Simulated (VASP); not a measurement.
Calculation: PBE GGA, VASP's PBE PAW potentials (set 64) (plane waves; VASP 6.6.1).

Input for VASP

**INCAR**
```
SYSTEM = Y
PREC = Accurate
ENCUT = 400
EDIFF = 1E-6
NELM = 100
ALGO = VeryFast
LREAL = .FALSE.
LASPH = .TRUE.
ISMEAR = 1
SIGMA = 0.1
GGA = PE
LMAXMIX = 4
LWAVE = .FALSE.
LCHARG = .FALSE.
ISIF = 2
```

**POSCAR**
```
Y
1
    1.8250000000    -3.1609930000     0.0000000000
    1.8250000000     3.1609930000     0.0000000000
    0.0000000000     0.0000000000     5.7300000000
Y
2
Direct
  0.3333330000   0.6666670000   0.2500000000
  0.6666670000   0.3333330000   0.7500000000
```

### KPOINTS
```
Automatic mesh
0
Gamma
10 10 6
0 0 0
```

POTCAR, in this order: Y_sv (PBE.64 set). Program: vasp_std.

What VASP printed:

**OUTCAR**
```
 ion  position               nearest neighbor table
   1  0.333  0.667  0.250-   2 3.56   2 3.56   2 3.56   2 3.56   2 3.56   2 3.56
   2  0.667  0.333  0.750-   1 3.56   1 3.56   1 3.56   1 3.56   1 3.56   1 3.56
  LATTYP: Found a hexagonal cell.
 ALAT       =     3.6500002392
 C/A-ratio  =     1.5698629108
 Subroutine PRICEL returns:
 Original cell was already a primitive cell.
 Subroutine GETGRP returns: Found 24 space group operations
The static configuration has the point symmetry D_3d.
 The point group associated with its full space group is D_6h.
The dynamic configuration has the point symmetry D_3d.
 Subroutine INISYM returns: Found 24 space group operations
 Subroutine IBZKPT returns following result:
 Found     56 irreducible k-points:

 Following reciprocal coordinates:
            Coordinates               Weight
  0.000000  0.000000  0.000000      1.000000
  0.100000 -0.000000  0.000000      6.000000
  0.200000 -0.000000  0.000000      6.000000
  0.300000 -0.000000  0.000000      6.000000
  0.400000 -0.000000  0.000000      6.000000
  0.500000  0.000000  0.000000      3.000000
  0.100000  0.100000  0.000000      6.000000
...
```

**OSZICAR**
```
...
RMM:  12    -0.131074328708E+02   -0.30125E-01   -0.34349E-01  3230   0.153E+00    0.329E+01
RMM:  13    -0.127901841906E+02    0.31725E+00   -0.59171E-01  3112   0.449E+00    0.209E+01
RMM:  14    -0.127431410404E+02    0.47043E-01   -0.89573E-01  3130   0.562E+00    0.170E+00
RMM:  15    -0.127275829584E+02    0.15558E-01   -0.11980E-01  2240   0.200E+00    0.620E-01
RMM:  16    -0.127324176475E+02   -0.48347E-02   -0.49701E-02  2575   0.831E-01    0.630E-01
RMM:  17    -0.127344037630E+02   -0.19861E-02   -0.18352E-02  2737   0.426E-01    0.870E-01
RMM:  18    -0.127342471236E+02    0.15664E-03   -0.70690E-03  2528   0.629E-01    0.219E-01
RMM:  19    -0.127345347811E+02   -0.28766E-03   -0.24491E-03  2804   0.271E-01    0.166E-01
RMM:  20    -0.127345737845E+02   -0.39003E-04   -0.17274E-04  3121   0.121E-01    0.239E-01
RMM:  21    -0.127345559926E+02    0.17792E-04   -0.34387E-04  2824   0.104E-01    0.154E-01
RMM:  22    -0.127345125143E+02    0.43478E-04    0.65899E-05  2714   0.998E-02    0.499E-02
RMM:  23    -0.127344808603E+02    0.31654E-04    0.16909E-04  2665   0.596E-02    0.289E-02
RMM:  24    -0.127344368837E+02    0.43977E-04    0.30567E-04  2547   0.536E-02    0.148E-02
RMM:  25    -0.127343890434E+02    0.47840E-04    0.35013E-04  2179   0.403E-02    0.212E-02
RMM:  26    -0.127343404581E+02    0.48585E-04    0.36221E-04  1894   0.311E-02    0.117E-02
RMM:  27    -0.127342868407E+02    0.53617E-04    0.41486E-04  1422   0.264E-02    0.124E-02
RMM:  28    -0.127342418452E+02    0.44996E-04    0.33008E-04  1257   0.246E-02    0.108E-02
RMM:  29    -0.127341890102E+02    0.52835E-04    0.40829E-04  1293   0.236E-02    0.111E-02
RMM:  30    -0.127341472517E+02    0.41759E-04    0.29870E-04  1009   0.224E-02    0.120E-02
RMM:  31    -0.127340963967E+02    0.50855E-04    0.38924E-04   942   0.219E-02    0.124E-02
RMM:  32    -0.127340569786E+02    0.39418E-04    0.27556E-04   853   0.215E-02    0.130E-02
RMM:  33    -0.127340080482E+02    0.48930E-04    0.37045E-04   857   0.212E-02    0.129E-02
RMM:  34    -0.127339703528E+02    0.37695E-04    0.25837E-04   948   0.210E-02    0.124E-02
RMM:  35    -0.127339239916E+02    0.46361E-04    0.34501E-04  1092   0.211E-02    0.108E-02
RMM:  36    -0.127338883080E+02    0.35684E-04    0.23865E-04   872   0.205E-02    0.940E-03
RMM:  37    -0.127338445013E+02    0.43807E-04    0.31971E-04   999   0.206E-02    0.875E-03
RMM:  38    -0.127338105332E+02    0.33968E-04    0.22137E-04   778   0.200E-02    0.847E-03
RMM:  39    -0.127337691960E+02    0.41337E-04    0.29473E-04   731   0.198E-02    0.882E-03
RMM:  40    -0.127337368055E+02    0.32391E-04    0.20542E-04   725   0.197E-02    0.902E-03
RMM:  41    -0.127336977465E+02    0.39059E-04    0.27190E-04   689   0.195E-02    0.904E-03
RMM:  42    -0.127336667360E+02    0.31011E-04    0.19143E-04   680   0.195E-02    0.911E-03
RMM:  43    -0.127336298926E+02    0.36843E-04    0.24959E-04   699   0.193E-02    0.932E-03
RMM:  44    -0.127336002468E+02    0.29646E-04    0.17763E-04   674   0.192E-02    0.932E-03
RMM:  45    -0.127335654743E+02    0.34773E-04    0.22866E-04   687   0.192E-02    0.936E-03
RMM:  46    -0.127335371611E+02    0.28313E-04    0.16400E-04   658   0.190E-02    0.945E-03
RMM:  47    -0.127335043878E+02    0.32773E-04    0.20849E-04   696   0.190E-02    0.959E-03
RMM:  48    -0.127334772833E+02    0.27105E-04    0.15177E-04   655   0.189E-02    0.959E-03
RMM:  49    -0.127334463730E+02    0.30910E-04    0.18961E-04   635   0.188E-02    0.969E-03
RMM:  50    -0.127334205093E+02    0.25864E-04    0.13913E-04   617   0.187E-02    0.981E-03
RMM:  51    -0.127333913952E+02    0.29114E-04    0.17133E-04   664   0.187E-02    0.994E-03
RMM:  52    -0.127333666775E+02    0.24718E-04    0.12736E-04   603   0.185E-02    0.990E-03
RMM:  53    -0.127333392232E+02    0.27454E-04    0.15442E-04   614   0.185E-02    0.986E-03
RMM:  54    -0.127333156660E+02    0.23557E-04    0.11536E-04   615   0.184E-02    0.984E-03
RMM:  55    -0.127332897843E+02    0.25882E-04    0.13838E-04   595   0.183E-02    0.991E-03
RMM:  56    -0.127332673293E+02    0.22455E-04    0.10399E-04   592   0.183E-02    0.993E-03
RMM:  57    -0.127332429460E+02    0.24383E-04    0.12309E-04   582   0.182E-02    0.996E-03
RMM:  58    -0.127332213847E+02    0.21561E-04    0.94857E-05   725   0.186E-02    0.832E-03
RMM:  59    -0.127331983564E+02    0.23028E-04    0.10915E-04   605   0.183E-02    0.814E-03
RMM:  60    -0.127331780066E+02    0.20350E-04    0.82202E-05   597   0.182E-02    0.792E-03
RMM:  61    -0.127331563105E+02    0.21696E-04    0.95495E-05   577   0.182E-02    0.763E-03
RMM:  62    -0.127331369299E+02    0.19381E-04    0.72232E-05   622   0.183E-02    0.716E-03
RMM:  63    -0.127331164751E+02    0.20455E-04    0.82790E-05   691   0.182E-02    0.683E-03
RMM:  64    -0.127330981298E+02    0.18345E-04    0.61440E-05   579   0.180E-02    0.688E-03
RMM:  65    -0.127330788566E+02    0.19273E-04    0.70439E-05   559   0.180E-02    0.670E-03
RMM:  66    -0.127330614862E+02    0.17370E-04    0.51229E-05   567   0.180E-02    0.667E-03
RMM:  67    -0.127330433106E+02    0.18176E-04    0.59106E-05   553   0.179E-02    0.669E-03
RMM:  68    -0.127330267775E+02    0.16533E-04    0.42461E-05   655   0.180E-02    0.516E-03
RMM:  69    -0.127330094930E+02    0.17285E-04    0.49779E-05   536   0.179E-02    0.514E-03
RMM:  70    -0.127329937617E+02    0.15731E-04    0.33821E-05   547   0.176E-02    0.540E-03
RMM:  71    -0.127329774926E+02    0.16269E-04    0.39099E-05   538   0.176E-02    0.501E-03
RMM:  72    -0.127329627684E+02    0.14724E-04    0.23668E-05   527   0.176E-02    0.481E-03
RMM:  73    -0.127329473651E+02    0.15403E-04    0.30041E-05   613   0.179E-02    0.332E-03
RMM:  74    -0.127329336096E+02    0.13755E-04    0.13657E-05   550   0.177E-02    0.337E-03
RMM:  75    -0.127329194018E+02    0.14208E-04    0.18133E-05   589   0.178E-02    0.326E-03
RMM:  76    -0.127329065944E+02    0.12807E-04    0.39163E-06   503   0.177E-02    0.320E-03
RMM:  77    -0.127328933495E+02    0.13245E-04    0.80752E-06   708   0.179E-02    0.312E-03
RMM:  78    -0.127328814205E+02    0.11929E-04   -0.54516E-06   540   0.175E-02    0.308E-03
RMM:  79    -0.127328691935E+02    0.12227E-04   -0.26398E-06   511   0.174E-02    0.309E-03
RMM:  80    -0.127328581072E+02    0.11086E-04   -0.14277E-05   489   0.174E-02    0.329E-03
RMM:  81    -0.127328468344E+02    0.11273E-04   -0.12625E-05   522   0.173E-02    0.345E-03
RMM:  82    -0.127328364402E+02    0.10394E-04   -0.21593E-05   515   0.174E-02    0.330E-03
RMM:  83    -0.127328261229E+02    0.10317E-04   -0.22272E-05   854   0.179E-02    0.321E-03
RMM:  84    -0.127328164275E+02    0.96954E-05   -0.28938E-05   524   0.175E-02    0.302E-03
RMM:  85    -0.127328067485E+02    0.96789E-05   -0.29371E-05   760   0.177E-02    0.274E-03
RMM:  86    -0.127327977519E+02    0.89966E-05   -0.36489E-05   509   0.173E-02    0.268E-03
RMM:  87    -0.127327888582E+02    0.88937E-05   -0.37894E-05   553   0.174E-02    0.252E-03
RMM:  88    -0.127327803847E+02    0.84735E-05   -0.41693E-05  1012   0.185E-02    0.313E-03
RMM:  89    -0.127327720930E+02    0.82917E-05   -0.44337E-05   572   0.173E-02    0.308E-03
RMM:  90    -0.127327646333E+02    0.74597E-05   -0.53204E-05   483   0.169E-02    0.241E-03
RMM:  91    -0.127327572810E+02    0.73523E-05   -0.54713E-05   566   0.171E-02    0.178E-03
RMM:  92    -0.127327503765E+02    0.69045E-05   -0.58856E-05   507   0.169E-02    0.175E-03
RMM:  93    -0.127327435105E+02    0.68660E-05   -0.59120E-05   519   0.169E-02    0.151E-03
RMM:  94    -0.127327372548E+02    0.62557E-05   -0.66175E-05   486   0.169E-02    0.148E-03
RMM:  95    -0.127327311120E+02    0.61428E-05   -0.67113E-05   508   0.169E-02    0.121E-03
RMM:  96    -0.127327253368E+02    0.57752E-05   -0.71027E-05   473   0.169E-02    0.117E-03
RMM:  97    -0.127327198357E+02    0.55011E-05   -0.74155E-05   462   0.170E-02    0.124E-03
RMM:  98    -0.127327146642E+02    0.51715E-05   -0.77510E-05   753   0.174E-02    0.124E-03
RMM:  99    -0.127327097557E+02    0.49085E-05   -0.80643E-05   484   0.169E-02    0.127E-03
RMM: 100    -0.127327051194E+02    0.46363E-05   -0.83679E-05   483   0.170E-02
   1 F= -.12732705E+02 E0= -.12733697E+02  d E =0.297431E-02
```

OUTCAR:
```
------------------------ aborting loop EDIFF was not reached (unconverged)  ----------------------------
  FORCE on cell =-STRESS in cart. coord.  units (eV):
  Direction    XX          YY          ZZ          XY          YZ          ZX
  --------------------------------------------------------------------------------------
  Total       -0.0050430     -0.0050430     -0.5218095      0.0000000      0.0000000     -0.0000000
  in kB       -0.1222160     -0.1222160    -12.6459528      0.0000000      0.0000000     -0.0000000
  external PRESSURE =      -4.2967949 kB  Pullay stress =       0.0000000 kB
  volume of cell :       66.11
      direct lattice vectors                 reciprocal lattice vectors
     1.825000000 -3.160993000  0.000000000     0.273972603 -0.158178142  0.000000000
     1.825000000  3.160993000  0.000000000     0.273972603  0.158178142  0.000000000
     0.000000000  0.000000000  5.730000000     0.000000000  0.000000000  0.174520070
 POSITION                                       TOTAL-FORCE (eV/Angst)
 -----------------------------------------------------------------------------------
      1.82500      1.05367      1.43250         0.000000      0.000000      0.000000
      1.82500     -1.05367      4.29750        -0.000000     -0.000000      0.000000
 -----------------------------------------------------------------------------------
    total drift:                                0.000000      0.000519     -0.000011
  FREE ENERGIE OF THE ION-ELECTRON SYSTEM (eV)
  ---------------------------------------------------
  free  energy   TOTEN  =       -12.7327051194 eV

  energy  without entropy=      -12.7356794264  energy(sigma->0) =      -12.73369656
```
(Selected blocks of OUTCAR.)

### stdout
```
...
RMM:  81    -0.127328468344E+02    0.11273E-04   -0.12625E-05   522   0.173E-02    0.345E-03
RMM:  82    -0.127328364402E+02    0.10394E-04   -0.21593E-05   515   0.174E-02    0.330E-03
RMM:  83    -0.127328261229E+02    0.10317E-04   -0.22272E-05   854   0.179E-02    0.321E-03
RMM:  84    -0.127328164275E+02    0.96954E-05   -0.28938E-05   524   0.175E-02    0.302E-03
RMM:  85    -0.127328067485E+02    0.96789E-05   -0.29371E-05   760   0.177E-02    0.274E-03
RMM:  86    -0.127327977519E+02    0.89966E-05   -0.36489E-05   509   0.173E-02    0.268E-03
RMM:  87    -0.127327888582E+02    0.88937E-05   -0.37894E-05   553   0.174E-02    0.252E-03
RMM:  88    -0.127327803847E+02    0.84735E-05   -0.41693E-05  1012   0.185E-02    0.313E-03
RMM:  89    -0.127327720930E+02    0.82917E-05   -0.44337E-05   572   0.173E-02    0.308E-03
RMM:  90    -0.127327646333E+02    0.74597E-05   -0.53204E-05   483   0.169E-02    0.241E-03
RMM:  91    -0.127327572810E+02    0.73523E-05   -0.54713E-05   566   0.171E-02    0.178E-03
RMM:  92    -0.127327503765E+02    0.69045E-05   -0.58856E-05   507   0.169E-02    0.175E-03
RMM:  93    -0.127327435105E+02    0.68660E-05   -0.59120E-05   519   0.169E-02    0.151E-03
RMM:  94    -0.127327372548E+02    0.62557E-05   -0.66175E-05   486   0.169E-02    0.148E-03
RMM:  95    -0.127327311120E+02    0.61428E-05   -0.67113E-05   508   0.169E-02    0.121E-03
RMM:  96    -0.127327253368E+02    0.57752E-05   -0.71027E-05   473   0.169E-02    0.117E-03
RMM:  97    -0.127327198357E+02    0.55011E-05   -0.74155E-05   462   0.170E-02    0.124E-03
RMM:  98    -0.127327146642E+02    0.51715E-05   -0.77510E-05   753   0.174E-02    0.124E-03
RMM:  99    -0.127327097557E+02    0.49085E-05   -0.80643E-05   484   0.169E-02    0.127E-03
RMM: 100    -0.127327051194E+02    0.46363E-05   -0.83679E-05   483   0.170E-02

 -----------------------------------------------------------------------------
|                                                                             |
|           W    W    AA    RRRRR   N    N  II  N    N   GGGG   !!!           |
|           W    W   A  A   R    R  NN   N  II  NN   N  G    G  !!!           |
|           W    W  A    A  R    R  N N  N  II  N N  N  G       !!!           |
|           W WW W  AAAAAA  RRRRR   N  N N  II  N  N N  G  GGG   !            |
|           WW  WW  A    A  R   R   N   NN  II  N   NN  G    G                |
|           W    W  A    A  R    R  N    N  II  N    N   GGGG   !!!           |
|                                                                             |
|     The electronic self-consistency was not achieved in the given           |
|     number of steps (NELM). The forces and other quantities evaluated       |
|     might not be reliable so examine the results carefully. If you find     |
|     spurious results, we suggest increasing NELM, if you were close to      |
|     convergence or switching to a different ALGO or adjusting the           |
|     density mixing parameters otherwise.                                    |
|                                                                             |
 -----------------------------------------------------------------------------

   1 F= -.12732705E+02 E0= -.12733697E+02  d E =0.297431E-02
```

The run did not converge; its last values are not results.

The compound is Y in the hcp structure. The cell was not relaxed at this level. The run is one of a series of settings (ALGO = VeryFast against the base run), some of them coarse on purpose.
